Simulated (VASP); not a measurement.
These are PBE GGA, VASP's PBE PAW potentials (set 64) (plane waves; VASP) values and carry that method's errors.

VASP ran on this input.

### KPOINTS
```
K-points
0
G
  3 3 3
0 0 0
```

File POSCAR:
```
K3NaCl4
6.2490660
  0.9999999344   0.0000000000   0.0000000000
  0.0000000000   0.9999999344   0.0000000000
  0.0000000000   0.0000000000   0.9999999344
Na Cl K
1 4 3
Cart
  0.0000000000   0.0000000000   0.0000000000
  0.4999999672   0.4999999672   0.4999999672
  0.0000000000   0.0000000000   0.4999999672
  0.0000000000   0.4999999672   0.0000000000
  0.4999999672   0.0000000000   0.0000000000
  0.4999999672   0.4999999672   0.0000000000
  0.4999999672   0.0000000000   0.4999999672
  0.0000000000   0.4999999672   0.4999999672
```

INCAR:
```
SYSTEM = K3NaCl4
PREC = Accurate
ENCUT = 400
EDIFF = 1E-6
NELM = 100
ALGO = Normal
LREAL = .FALSE.
LASPH = .TRUE.
ISMEAR = 0
SIGMA = 0.05
GGA = PE
LWAVE = .FALSE.
LCHARG = .TRUE.
```

POTCAR, in this order: Na_pv Cl K_sv (PBE.64 set). Program: vasp_std.

What VASP printed:

**OSZICAR**
```
       N       E                     dE             d eps       ncg     rms          rms(c)
DAV:   1     0.482618258056E+03    0.48262E+03   -0.25040E+04   320   0.124E+03
DAV:   2     0.181033340426E+02   -0.46451E+03   -0.45384E+03   365   0.351E+02
DAV:   3    -0.265974294120E+02   -0.44701E+02   -0.44552E+02   408   0.108E+02
DAV:   4    -0.280779222207E+02   -0.14805E+01   -0.14781E+01   419   0.217E+01
DAV:   5    -0.281671333645E+02   -0.89211E-01   -0.89195E-01   496   0.332E+00    0.641E+00
DAV:   6    -0.269929949805E+02    0.11741E+01   -0.26564E+00   331   0.538E+00    0.510E+00
DAV:   7    -0.269198113298E+02    0.73184E-01   -0.71704E-01   400   0.294E+00    0.314E+00
DAV:   8    -0.269592117942E+02   -0.39400E-01   -0.11008E-01   376   0.177E+00    0.639E-01
DAV:   9    -0.269590361715E+02    0.17562E-03   -0.14330E-02   416   0.474E-01    0.250E-01
DAV:  10    -0.269614979006E+02   -0.24617E-02   -0.42250E-03   379   0.293E-01    0.689E-02
DAV:  11    -0.269617694150E+02   -0.27151E-03   -0.77863E-04   384   0.146E-01    0.653E-02
DAV:  12    -0.269617705463E+02   -0.11313E-05   -0.63003E-04   419   0.117E-01    0.384E-02
DAV:  13    -0.269617553382E+02    0.15208E-04   -0.96245E-05   376   0.490E-02    0.189E-02
DAV:  14    -0.269617556984E+02   -0.36020E-06   -0.26005E-05   352   0.175E-02    0.457E-03
DAV:  15    -0.269617557256E+02   -0.27208E-07   -0.19686E-06   296   0.861E-03
   1 F= -.26961756E+02 E0= -.26961756E+02  d E =-.645900E-16
```

File OUTCAR:
```
------------------------ aborting loop because EDIFF is reached ----------------------------------------
  FORCE on cell =-STRESS in cart. coord.  units (eV):
  Direction    XX          YY          ZZ          XY          YZ          ZX
  --------------------------------------------------------------------------------------
  Total        0.0016677      0.0016677      0.0016677      0.0000000     -0.0000000      0.0000000
  in kB        0.0109495      0.0109495      0.0109495      0.0000000     -0.0000000      0.0000000
  external PRESSURE =       0.0109495 kB  Pullay stress =       0.0000000 kB
  volume of cell :      244.03
      direct lattice vectors                 reciprocal lattice vectors
     6.249065590  0.000000000  0.000000000     0.160023924  0.000000000  0.000000000
     0.000000000  6.249065590  0.000000000     0.000000000  0.160023924  0.000000000
     0.000000000  0.000000000  6.249065590     0.000000000  0.000000000  0.160023924
 POSITION                                       TOTAL-FORCE (eV/Angst)
 -----------------------------------------------------------------------------------
      0.00000      0.00000      0.00000         0.000000      0.000000      0.000000
      3.12453      3.12453      3.12453         0.000000      0.000000      0.000000
      0.00000      0.00000      3.12453         0.000000      0.000000      0.000000
      0.00000      3.12453      0.00000         0.000000      0.000000      0.000000
      3.12453      0.00000      0.00000         0.000000      0.000000      0.000000
      3.12453      3.12453      0.00000         0.000000      0.000000      0.000000
      3.12453      0.00000      3.12453         0.000000      0.000000      0.000000
      0.00000      3.12453      3.12453         0.000000      0.000000      0.000000
 -----------------------------------------------------------------------------------
    total drift:                                0.000000      0.000000     -0.000000
  FREE ENERGIE OF THE ION-ELECTRON SYSTEM (eV)
  ---------------------------------------------------
  free  energy   TOTEN  =       -26.9617557256 eV

  energy  without entropy=      -26.9617557256  energy(sigma->0) =      -26.96175573
```
(Selected blocks of OUTCAR.)

The structure was generated: K3NaCl4 was put into an ordered model structure (Pm-3m), which need not be its known phase. It was relaxed first, which changed the volume by +6 %.
